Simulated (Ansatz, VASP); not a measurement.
**Cross-check of GaSn between VASP and Ansatz**

One calculation is typed for both programs; each brings its own data sets and cutoff. How far apart do they land? The cell is invented: other elements were put on sites of a known structure type. It may not be a known or stable phase. The cell is taken from a series of VASP runs on this material, whose earlier steps may have relaxed, scaled or displaced it; both programs get it as it stands.

Program: Ansatz 0.2.0. Level of theory: plane waves, with VASP 6.6.1 beside it; relaxation of cell and atoms at r2SCAN with rVV10. Results are calculated unless marked as measured.

**1. Starting point**

It takes space group P6_3/mmc (No. 194, hexagonal). Conventional cell: a = 4.252 Å, b = 4.252 Å, c = 6.202 Å, α = 90.00°, β = 90.00°, γ = 120.00°. Ga has 6 Sn at 2.90 Å nearest. Nearest to Sn lie 6 Ga at 2.90 Å and 2 Sn at 3.10 Å. Farther neighbours are not listed.

As a file:

```
Ga Sn
1.0
     4.25197    0.00000    0.00000
    -2.12599    3.68232    0.00000
     0.00000    0.00000    6.20202
Ga Sn
2 2
Direct
  0.66667 0.33333 0.75000
  0.33333 0.66667 0.25000
  0.00000 0.00000 0.00000
  0.00000 0.00000 0.50000
```

**2. VASP: relaxation of cell and atoms, r2SCAN with rVV10**

The relaxed volume is the usual yardstick between codes: its relative difference is about their pressure difference at one cell divided by the bulk modulus.

Lines of VASP's logs that name or quote its potential files are left out, and so is its time.

Contents of INCAR:

```
SYSTEM = GaSn
PREC = Accurate
ENCUT = 400
EDIFF = 1E-06
NELM = 100
ISMEAR = 1
SIGMA = 0.2
LREAL = .FALSE.
ALGO = Normal
METAGGA = R2SCAN
LUSE_VDW = .TRUE.
IVDW_NL = 2
BPARAM = 11.95
CPARAM = 0.0093
LASPH = .TRUE.
NBANDS = 33
LORBIT = 11
LWAVE = .FALSE.
LCHARG = .FALSE.
KPAR = 2
IBRION = 2
NSW = 60
ISIF = 3
EDIFFG = -0.01
```

Contents of POSCAR:

```
GaSn
1.0
    4.2519717604      0.0000000003      0.0000000000
   -2.1259858747      3.6823155624      0.0000000000
    0.0000000000      0.0000000000      6.2020166378
Ga Sn
2 2
Direct
    0.6666666700      0.3333333300      0.7500000000
    0.3333333300      0.6666666700      0.2500000000
    0.0000000000      0.0000000000      0.0000000000
    0.0000000000      0.0000000000      0.5000000000
```

Contents of KPOINTS:

```
Automatic mesh
0
Gamma
6 6 4
0 0 0
```

Potentials, in the order of the species: Ga_d and Sn_d (PBE family, release 64).

Run with:

```console
$ mpirun -np 2 vasp_std
```

Numbers of over 12 decimals in the logs are rounded to 6 here.

Output:

```text
[banner, memory and clock lines left out]
running    2 mpi-ranks, on    1 nodes
 distrk:  each k-point on    1 cores,    2 groups
 distr:  one band on    1 cores,    1 groups

 POSCAR found type information on POSCAR GaSn
 POSCAR found :  2 types and       4 ions
|                                                                             |
|               ----> ADVICE to this user running VASP <----                  |
|                                                                             |
|     You have switched on vdW-DFT.                                           |
|     This routine was written and supplied by Jiri Klimes. We recommend      |
|     that you carefully read and cite the following publications:            |
|       J. Klimes, D.R. Bowler, A. Michelides                                 |
|          J. Phys.: Cond Matt. 22 022201 (2010)                              |
|       J. Klimes, D.R. Bowler, A. Michelides                                 |
|          Phys. Rev. B. 83, 195131 (2011)                                    |
|     and references therein.                                                 |
|                                                                             |

|                                                                             |
|               ----> ADVICE to this user running VASP <----                  |
|                                                                             |
|     You enforced a specific xc type in the INCAR file but a different       |
|     [... a line on the potential file left out ...]
|     I HOPE YOU KNOW WHAT YOU ARE DOING!                                     |
|                                                                             |

 LDA part: xc-table for (None), standard interpolation
 POSCAR, INCAR and KPOINTS ok, starting setup
 FFT: planning ... GRIDC
 FFT: planning ... GRID_SOFT
 FFT: planning ... GRID
 WAVECAR not read
 entering main loop
       N       E                     dE             d eps       ncg     rms          rms(c)
Total rVV10 correction in eV:      1.5581857    57.9359691
Total rVV10 correction in eV:      1.5581857    57.9359691
DAV:   1     0.371462046802E+03    0.37146E+03   -0.24191E+04  1386   0.245E+03
DAV:   2    -0.179339221058E+02   -0.38940E+03   -0.38487E+03  1434   0.546E+02
DAV:   3    -0.744819297155E+02   -0.56548E+02   -0.56073E+02  1618   0.183E+02
DAV:   4    -0.766986777113E+02   -0.22167E+01   -0.22111E+01  1582   0.406E+01
DAV:   5    -0.767826804966E+02   -0.84003E-01   -0.83989E-01  2162   0.737E+00    0.453E+00
Total rVV10 correction in eV:      1.5505628    57.9359731
Total rVV10 correction in eV:      1.5505628    57.9359731
DAV:   6    -0.700626780623E+02    0.67200E+01   -0.18209E+00  1694   0.176E+01    0.225E+00
Total rVV10 correction in eV:      1.5507405    57.9359732
Total rVV10 correction in eV:      1.5507405    57.9359732
DAV:   7    -0.700705526488E+02   -0.78746E-02   -0.66897E-02  1652   0.275E+00    0.105E+00
Total rVV10 correction in eV:      1.5513832    57.9359732
Total rVV10 correction in eV:      1.5513832    57.9359732
DAV:   8    -0.700766247871E+02   -0.60721E-02   -0.15018E-02  1676   0.842E-01    0.125E-01
Total rVV10 correction in eV:      1.5512109    57.9359732
Total rVV10 correction in eV:      1.5512109    57.9359732
DAV:   9    -0.700761103757E+02    0.51441E-03   -0.47158E-03  1696   0.856E-01    0.390E-02
Total rVV10 correction in eV:      1.5514268    57.9359732
Total rVV10 correction in eV:      1.5514268    57.9359732
DAV:  10    -0.700761385833E+02   -0.28208E-04   -0.29660E-04  1634   0.150E-01    0.171E-02
Total rVV10 correction in eV:      1.5515387    57.9359732
Total rVV10 correction in eV:      1.5515387    57.9359732
DAV:  11    -0.700761390464E+02   -0.46302E-06   -0.31331E-05  2059   0.392E-02    0.679E-03
Total rVV10 correction in eV:      1.5516179    57.9359732
Total rVV10 correction in eV:      1.5516179    57.9359732
DAV:  12    -0.700761345824E+02    0.44640E-05   -0.14359E-05  1737   0.442E-02    0.293E-03
Total rVV10 correction in eV:      1.5516055    57.9359732
Total rVV10 correction in eV:      1.5516055    57.9359732
DAV:  13    -0.700761348874E+02   -0.30499E-06   -0.12568E-06   914   0.132E-02
Total rVV10 correction in eV:      1.5515913    57.9359732
Total rVV10 correction in eV:      1.5515913    57.9359732
Total rVV10 correction in eV:      1.5515962    57.9359732
Total rVV10 correction in eV:      1.5515962    57.9359732
   1 F= -.70076135E+02 E0= -.70072666E+02  d E =-.700761E+02
[...]
2 F= -.70077220E+02 E0= -.70073882E+02  d E =-.108527E-02
[...]
3 F= -.70077238E+02 E0= -.70073912E+02  d E =-.110274E-02
[...]
4 F= -.70077235E+02 E0= -.70073905E+02  d E =-.110044E-02
[...]
5 F= -.70077238E+02 E0= -.70073910E+02  d E =-.110276E-02
[...]
6 F= -.70077438E+02 E0= -.70074314E+02  d E =-.200608E-03
 trial-energy change:   -0.000201  1 .order   -0.000200   -0.000265   -0.000136
 step:   2.1057(harm=  2.1057)  dis= 0.00000  next Energy=   -70.077510 (dE=-0.272E-03)
 bond charge predicted
       N       E                     dE             d eps       ncg     rms          rms(c)
Total rVV10 correction in eV:      1.5560163    57.9359731
Total rVV10 correction in eV:      1.5560163    57.9359731
DAV:   1    -0.700789884073E+02   -0.15498E-02   -0.37865E-02  1616   0.146E+00    0.231E-01
Total rVV10 correction in eV:      1.5561952    57.9359732
Total rVV10 correction in eV:      1.5561952    57.9359732
DAV:   2    -0.700780289263E+02    0.95948E-03   -0.17602E-03  1573   0.558E-01    0.141E-01
Total rVV10 correction in eV:      1.5563525    57.9359732
Total rVV10 correction in eV:      1.5563525    57.9359732
DAV:   3    -0.700774901802E+02    0.53875E-03   -0.64143E-04  1724   0.332E-01    0.804E-03
Total rVV10 correction in eV:      1.5563392    57.9359732
Total rVV10 correction in eV:      1.5563392    57.9359732
DAV:   4    -0.700775084559E+02   -0.18276E-04   -0.22908E-04  1433   0.150E-01    0.642E-03
Total rVV10 correction in eV:      1.5563331    57.9359732
Total rVV10 correction in eV:      1.5563331    57.9359732
DAV:   5    -0.700775080809E+02    0.37501E-06   -0.69440E-06  1790   0.241E-02
Total rVV10 correction in eV:      1.5563415    57.9359732
Total rVV10 correction in eV:      1.5563415    57.9359732
Total rVV10 correction in eV:      1.5563391    57.9359732
Total rVV10 correction in eV:      1.5563391    57.9359732
   7 F= -.70077508E+02 E0= -.70074634E+02  d E =-.270437E-03
 curvature:  -1.18 expect dE=-0.123E-05 dE for cont linesearch -0.220E-06
 trial: gam= 0.01268 g(F)=  0.202E-43 g(S)=  0.104E-05 ort =-0.735E-05 (trialstep = 0.124E+01)
 search vector abs. value=  0.901E-06
 reached required accuracy - stopping structural energy minimisation
```

Parts of OUTCAR (step 2):

```text
ion  position               nearest neighbor table
   1  0.667  0.333  0.750-   3 2.90   4 2.90   3 2.90   4 2.90   3 2.90   4 2.90
   2  0.333  0.667  0.250-   3 2.90   4 2.90   3 2.90   4 2.90   3 2.90   4 2.90
   3  0.000  0.000  0.000-   1 2.90   2 2.90   2 2.90   1 2.90   1 2.90   2 2.90   4 3.10   4 3.10

  LATTYP: Found a hexagonal cell.
 ALAT       =     4.2519717604
 C/A-ratio  =     1.4586213144

 Subroutine GETGRP returns: Found 24 space group operations
 (whereof 12 operations were pure point group operations)

The static configuration has the point symmetry D_3d.
 The point group associated with its full space group is D_6h.

 Found     21 irreducible k-points:

   k-points           NKPTS =     21   k-points in BZ     NKDIM =     21   number of bands    NBANDS=     33

   dimension x,y,z NGX =    28 NGY =   28 NGZ =   40
   dimension x,y,z NGXF=    56 NGYF=   56 NGZF=   80

   ENCUT  =  400.0 eV  29.40 Ry    5.42 a.u.   6.93  6.93 10.11*2*pi/ulx,y,z

   NELECT =      54.0000    total number of electrons

 k-points in reciprocal lattice and weights: Automatic mesh
   0.00000000  0.00000000  0.00000000       0.007
   0.16666667  0.00000000  0.00000000       0.042
   0.33333333  0.00000000  0.00000000       0.042
   0.50000000  0.00000000  0.00000000       0.021
   0.16666667  0.16666667  0.00000000       0.042
   0.33333333  0.16666667  0.00000000       0.083
   0.33333333  0.33333333  0.00000000       0.014
   0.00000000  0.00000000  0.25000000       0.014
   0.16666667  0.00000000  0.25000000       0.083
[...]
0.33333333  0.16666667  0.50000000       0.083
   0.33333333  0.33333333  0.50000000       0.014

 average (electrostatic) potential at core
       1 -68.9721       2 -68.9721       3-106.3099       4-106.3099

 E-fermi :   6.1244

 k-point     1 :       0.0000    0.0000    0.0000
  band No.  band energies     occupation
    ...
     22      -1.0503      2.00000
     23      -1.0244      2.00000
     24       5.6813      2.00750
     25       5.6814      2.00750
     26       6.1752      0.58534
     27       7.9485     -0.00000
     28       7.9485     -0.00000
     29       7.9833     -0.00000
     30       9.4370     -0.00000
     31       9.4437     -0.00000
    ...

 k-point     2 :       0.1667    0.0000    0.0000
  band No.  band energies     occupation
    ...
     22      -0.7470      2.00000
     23      -0.7411      2.00000
     24       2.9860      2.00000
     25       4.9382      2.00000
     26       5.6253      2.00236
     27       7.3065     -0.00000
     28       8.4314     -0.00000
     29       8.5588     -0.00000
     30       9.0222     -0.00000
     31       9.4004     -0.00000
    ...

 k-point     3 :       0.3333    0.0000    0.0000
  band No.  band energies     occupation
    ...
     23       0.1222      2.00000
     24       0.8640      2.00000
     25       3.6100      2.00000
     26       4.0683      2.00000
     27       4.7451      2.00000
     28       8.2709     -0.00000
     29       8.3942     -0.00000
     30       8.6379     -0.00000
     31       9.2311     -0.00000
     32       9.3829     -0.00000
    ...

  Total       -0.0063291     -0.0063291     -0.0024931     -0.0000000      0.0000000      0.0000000
  in kB       -0.1034860     -0.1034860     -0.0407639     -0.0000000      0.0000000      0.0000000
  external PRESSURE =      -0.0825787 kB  Pullay stress =       0.0000000 kB

  energy-cutoff  :      400.00
  volume of cell :       97.99
      direct lattice vectors                 reciprocal lattice vectors
     4.274039824  0.000000000 -0.000000000     0.233970679  0.135083034 -0.000000000
    -2.137019906  3.701427066  0.000000000    -0.000000000  0.270166069 -0.000000000
     0.000000000  0.000000000  6.193897806     0.000000000 -0.000000000  0.161449225

 POSITION                                       TOTAL-FORCE (eV/Angst)
 -----------------------------------------------------------------------------------
      2.13702      1.23381      4.64542        -0.000000     -0.000000     -0.000000
     -0.00000      2.46762      1.54847        -0.000000      0.000000      0.000000
      0.00000      0.00000     -0.00000         0.000000     -0.000000      0.000000
      0.00000      0.00000      3.09695         0.000000     -0.000000      0.000000
 -----------------------------------------------------------------------------------
    total drift:                               -0.000005      0.000003      0.000000

  FREE ENERGIE OF THE ION-ELECTRON SYSTEM (eV)
  ---------------------------------------------------
  free  energy   TOTEN  =       -70.0775080809 eV

  energy  without entropy=      -70.0688848645  energy(sigma->0) =      -70.07463368

 reached required accuracy - stopping structural energy minimisation

 total charge
# of ion       s       p       d       tot
------------------------------------------
    1        0.993   0.591   9.945  11.529
    2        0.993   0.591   9.945  11.529
    3        1.191   1.103   9.986  12.280
    4        1.191   1.103   9.986  12.280
--------------------------------------------------
tot          4.368   3.388  39.863  47.618

[... 3 further parts left out ...]
```

CONTCAR:

```
GaSn
   1.00000000000000
     4.2740398235873149    0.0000000003361622   -0.0000000000000000
    -2.1370199062351429    3.7014270657436121    0.0000000000000000
     0.0000000000000000    0.0000000000000000    6.1938978060603889
  Ga              Sn
     2     2
Direct
     0.6666666699999979    0.3333333300000021    0.7500000000000000
     0.3333333300000021    0.6666666699999979    0.2500000000000000
     0.0000000000000000    0.0000000000000000    0.0000000000000000
     0.0000000000000000    0.0000000000000000    0.5000000000000000
```

(Continued in part 2 of 2.)

[Lines on the potential files, build, host, timing and source positions are cut from VASP's logs without a mark.]

[Logs are printed without paths, hosts, clocks, repeated set-up lines and the standing remarks that a program may print on its own settings, such as how far it seeks lower states.]

[Hosts, paths, dates, database ids (printed as entryN), source tags and the programs' standing remarks are cut or masked in the printed files.]
